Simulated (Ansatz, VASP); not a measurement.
# One calculation of BaSi3, two programs

```
Ba Si
1.0
     4.48722    0.00000    0.00000
     0.00000    4.48722    0.00000
     0.00000    0.00000    4.48722
Ba Si
1 3
Cartesian
  0.0000 0.0000 0.0000
  0.0000 2.2436 2.2436
  2.2436 2.2436 0.0000
  2.2436 0.0000 2.2436
```

Alike in both runs: task single point; functional PBEsol; k mesh 8 × 8 × 8; occupations gaussian, width 0.05 eV; no spin polarisation.

|  | VASP | Ansatz |
| --- | --- | --- |
| version | VASP 6.6.1 | Ansatz 0.2.0 |
| potentials or method | VASP PAW PBE potentials, release 64 (Ba_sv, Si) | scalar-relativistic, plane waves, PAW |
| plane-wave cutoff (eV) | 520 | 420 |
| valence electrons in the cell | 22 | 22 |

|  | VASP | Ansatz | Ansatz less VASP |
| --- | --- | --- | --- |
| gap on the k mesh at the Fermi level (eV) | none | none | - |
| pressure (GPa) | -1.8 | -2.6 | -0.86 |

A gap of «none» marks a metal or a gap that the smearing closes. With one functional, cell and mesh, what is left measures potentials, basis and numerics.

Caveats: the PAW data sets were made with another functional, which shifts forces and pressure a little (VASP). The runs have no spin-orbit coupling, so splittings on Ba are missing.
